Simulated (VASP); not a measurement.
Data:

```
TiN
1.0
    0.00000     2.10317     2.10317
    2.10317     0.00000     2.10317
    2.10317     2.10317     0.00000
Ti N
1 1
Direct
  0.00000   0.00000   0.00000
  0.50000   0.50000   0.50000
```

Method: PBEsol GGA, VASP's PBE PAW potentials (set 64) (plane waves; VASP). Numerical set-up: 620 eV cut-off, 15×15×15 Γ-centred mesh, first-order Methfessel-Paxton smearing of 0.10 eV, potentials Ti_sv N.

**Question.** Estimate the energy per atom (σ→0), band gap (on the k-mesh) with the smallest direct gap where there is one.

**Answer.** 
The band gap (on the k-mesh) is none (metal, semimetal or under 0.01 eV) and the energy per atom (σ→0) comes out as -1002.6 kJ/mol of atoms.

The absolute energy has meaning only against runs of the same code, potentials and settings.

The compound is TiN in the rock salt structure. It was relaxed first. The electron count is odd and the run is not spin-polarised, which forces a metal.
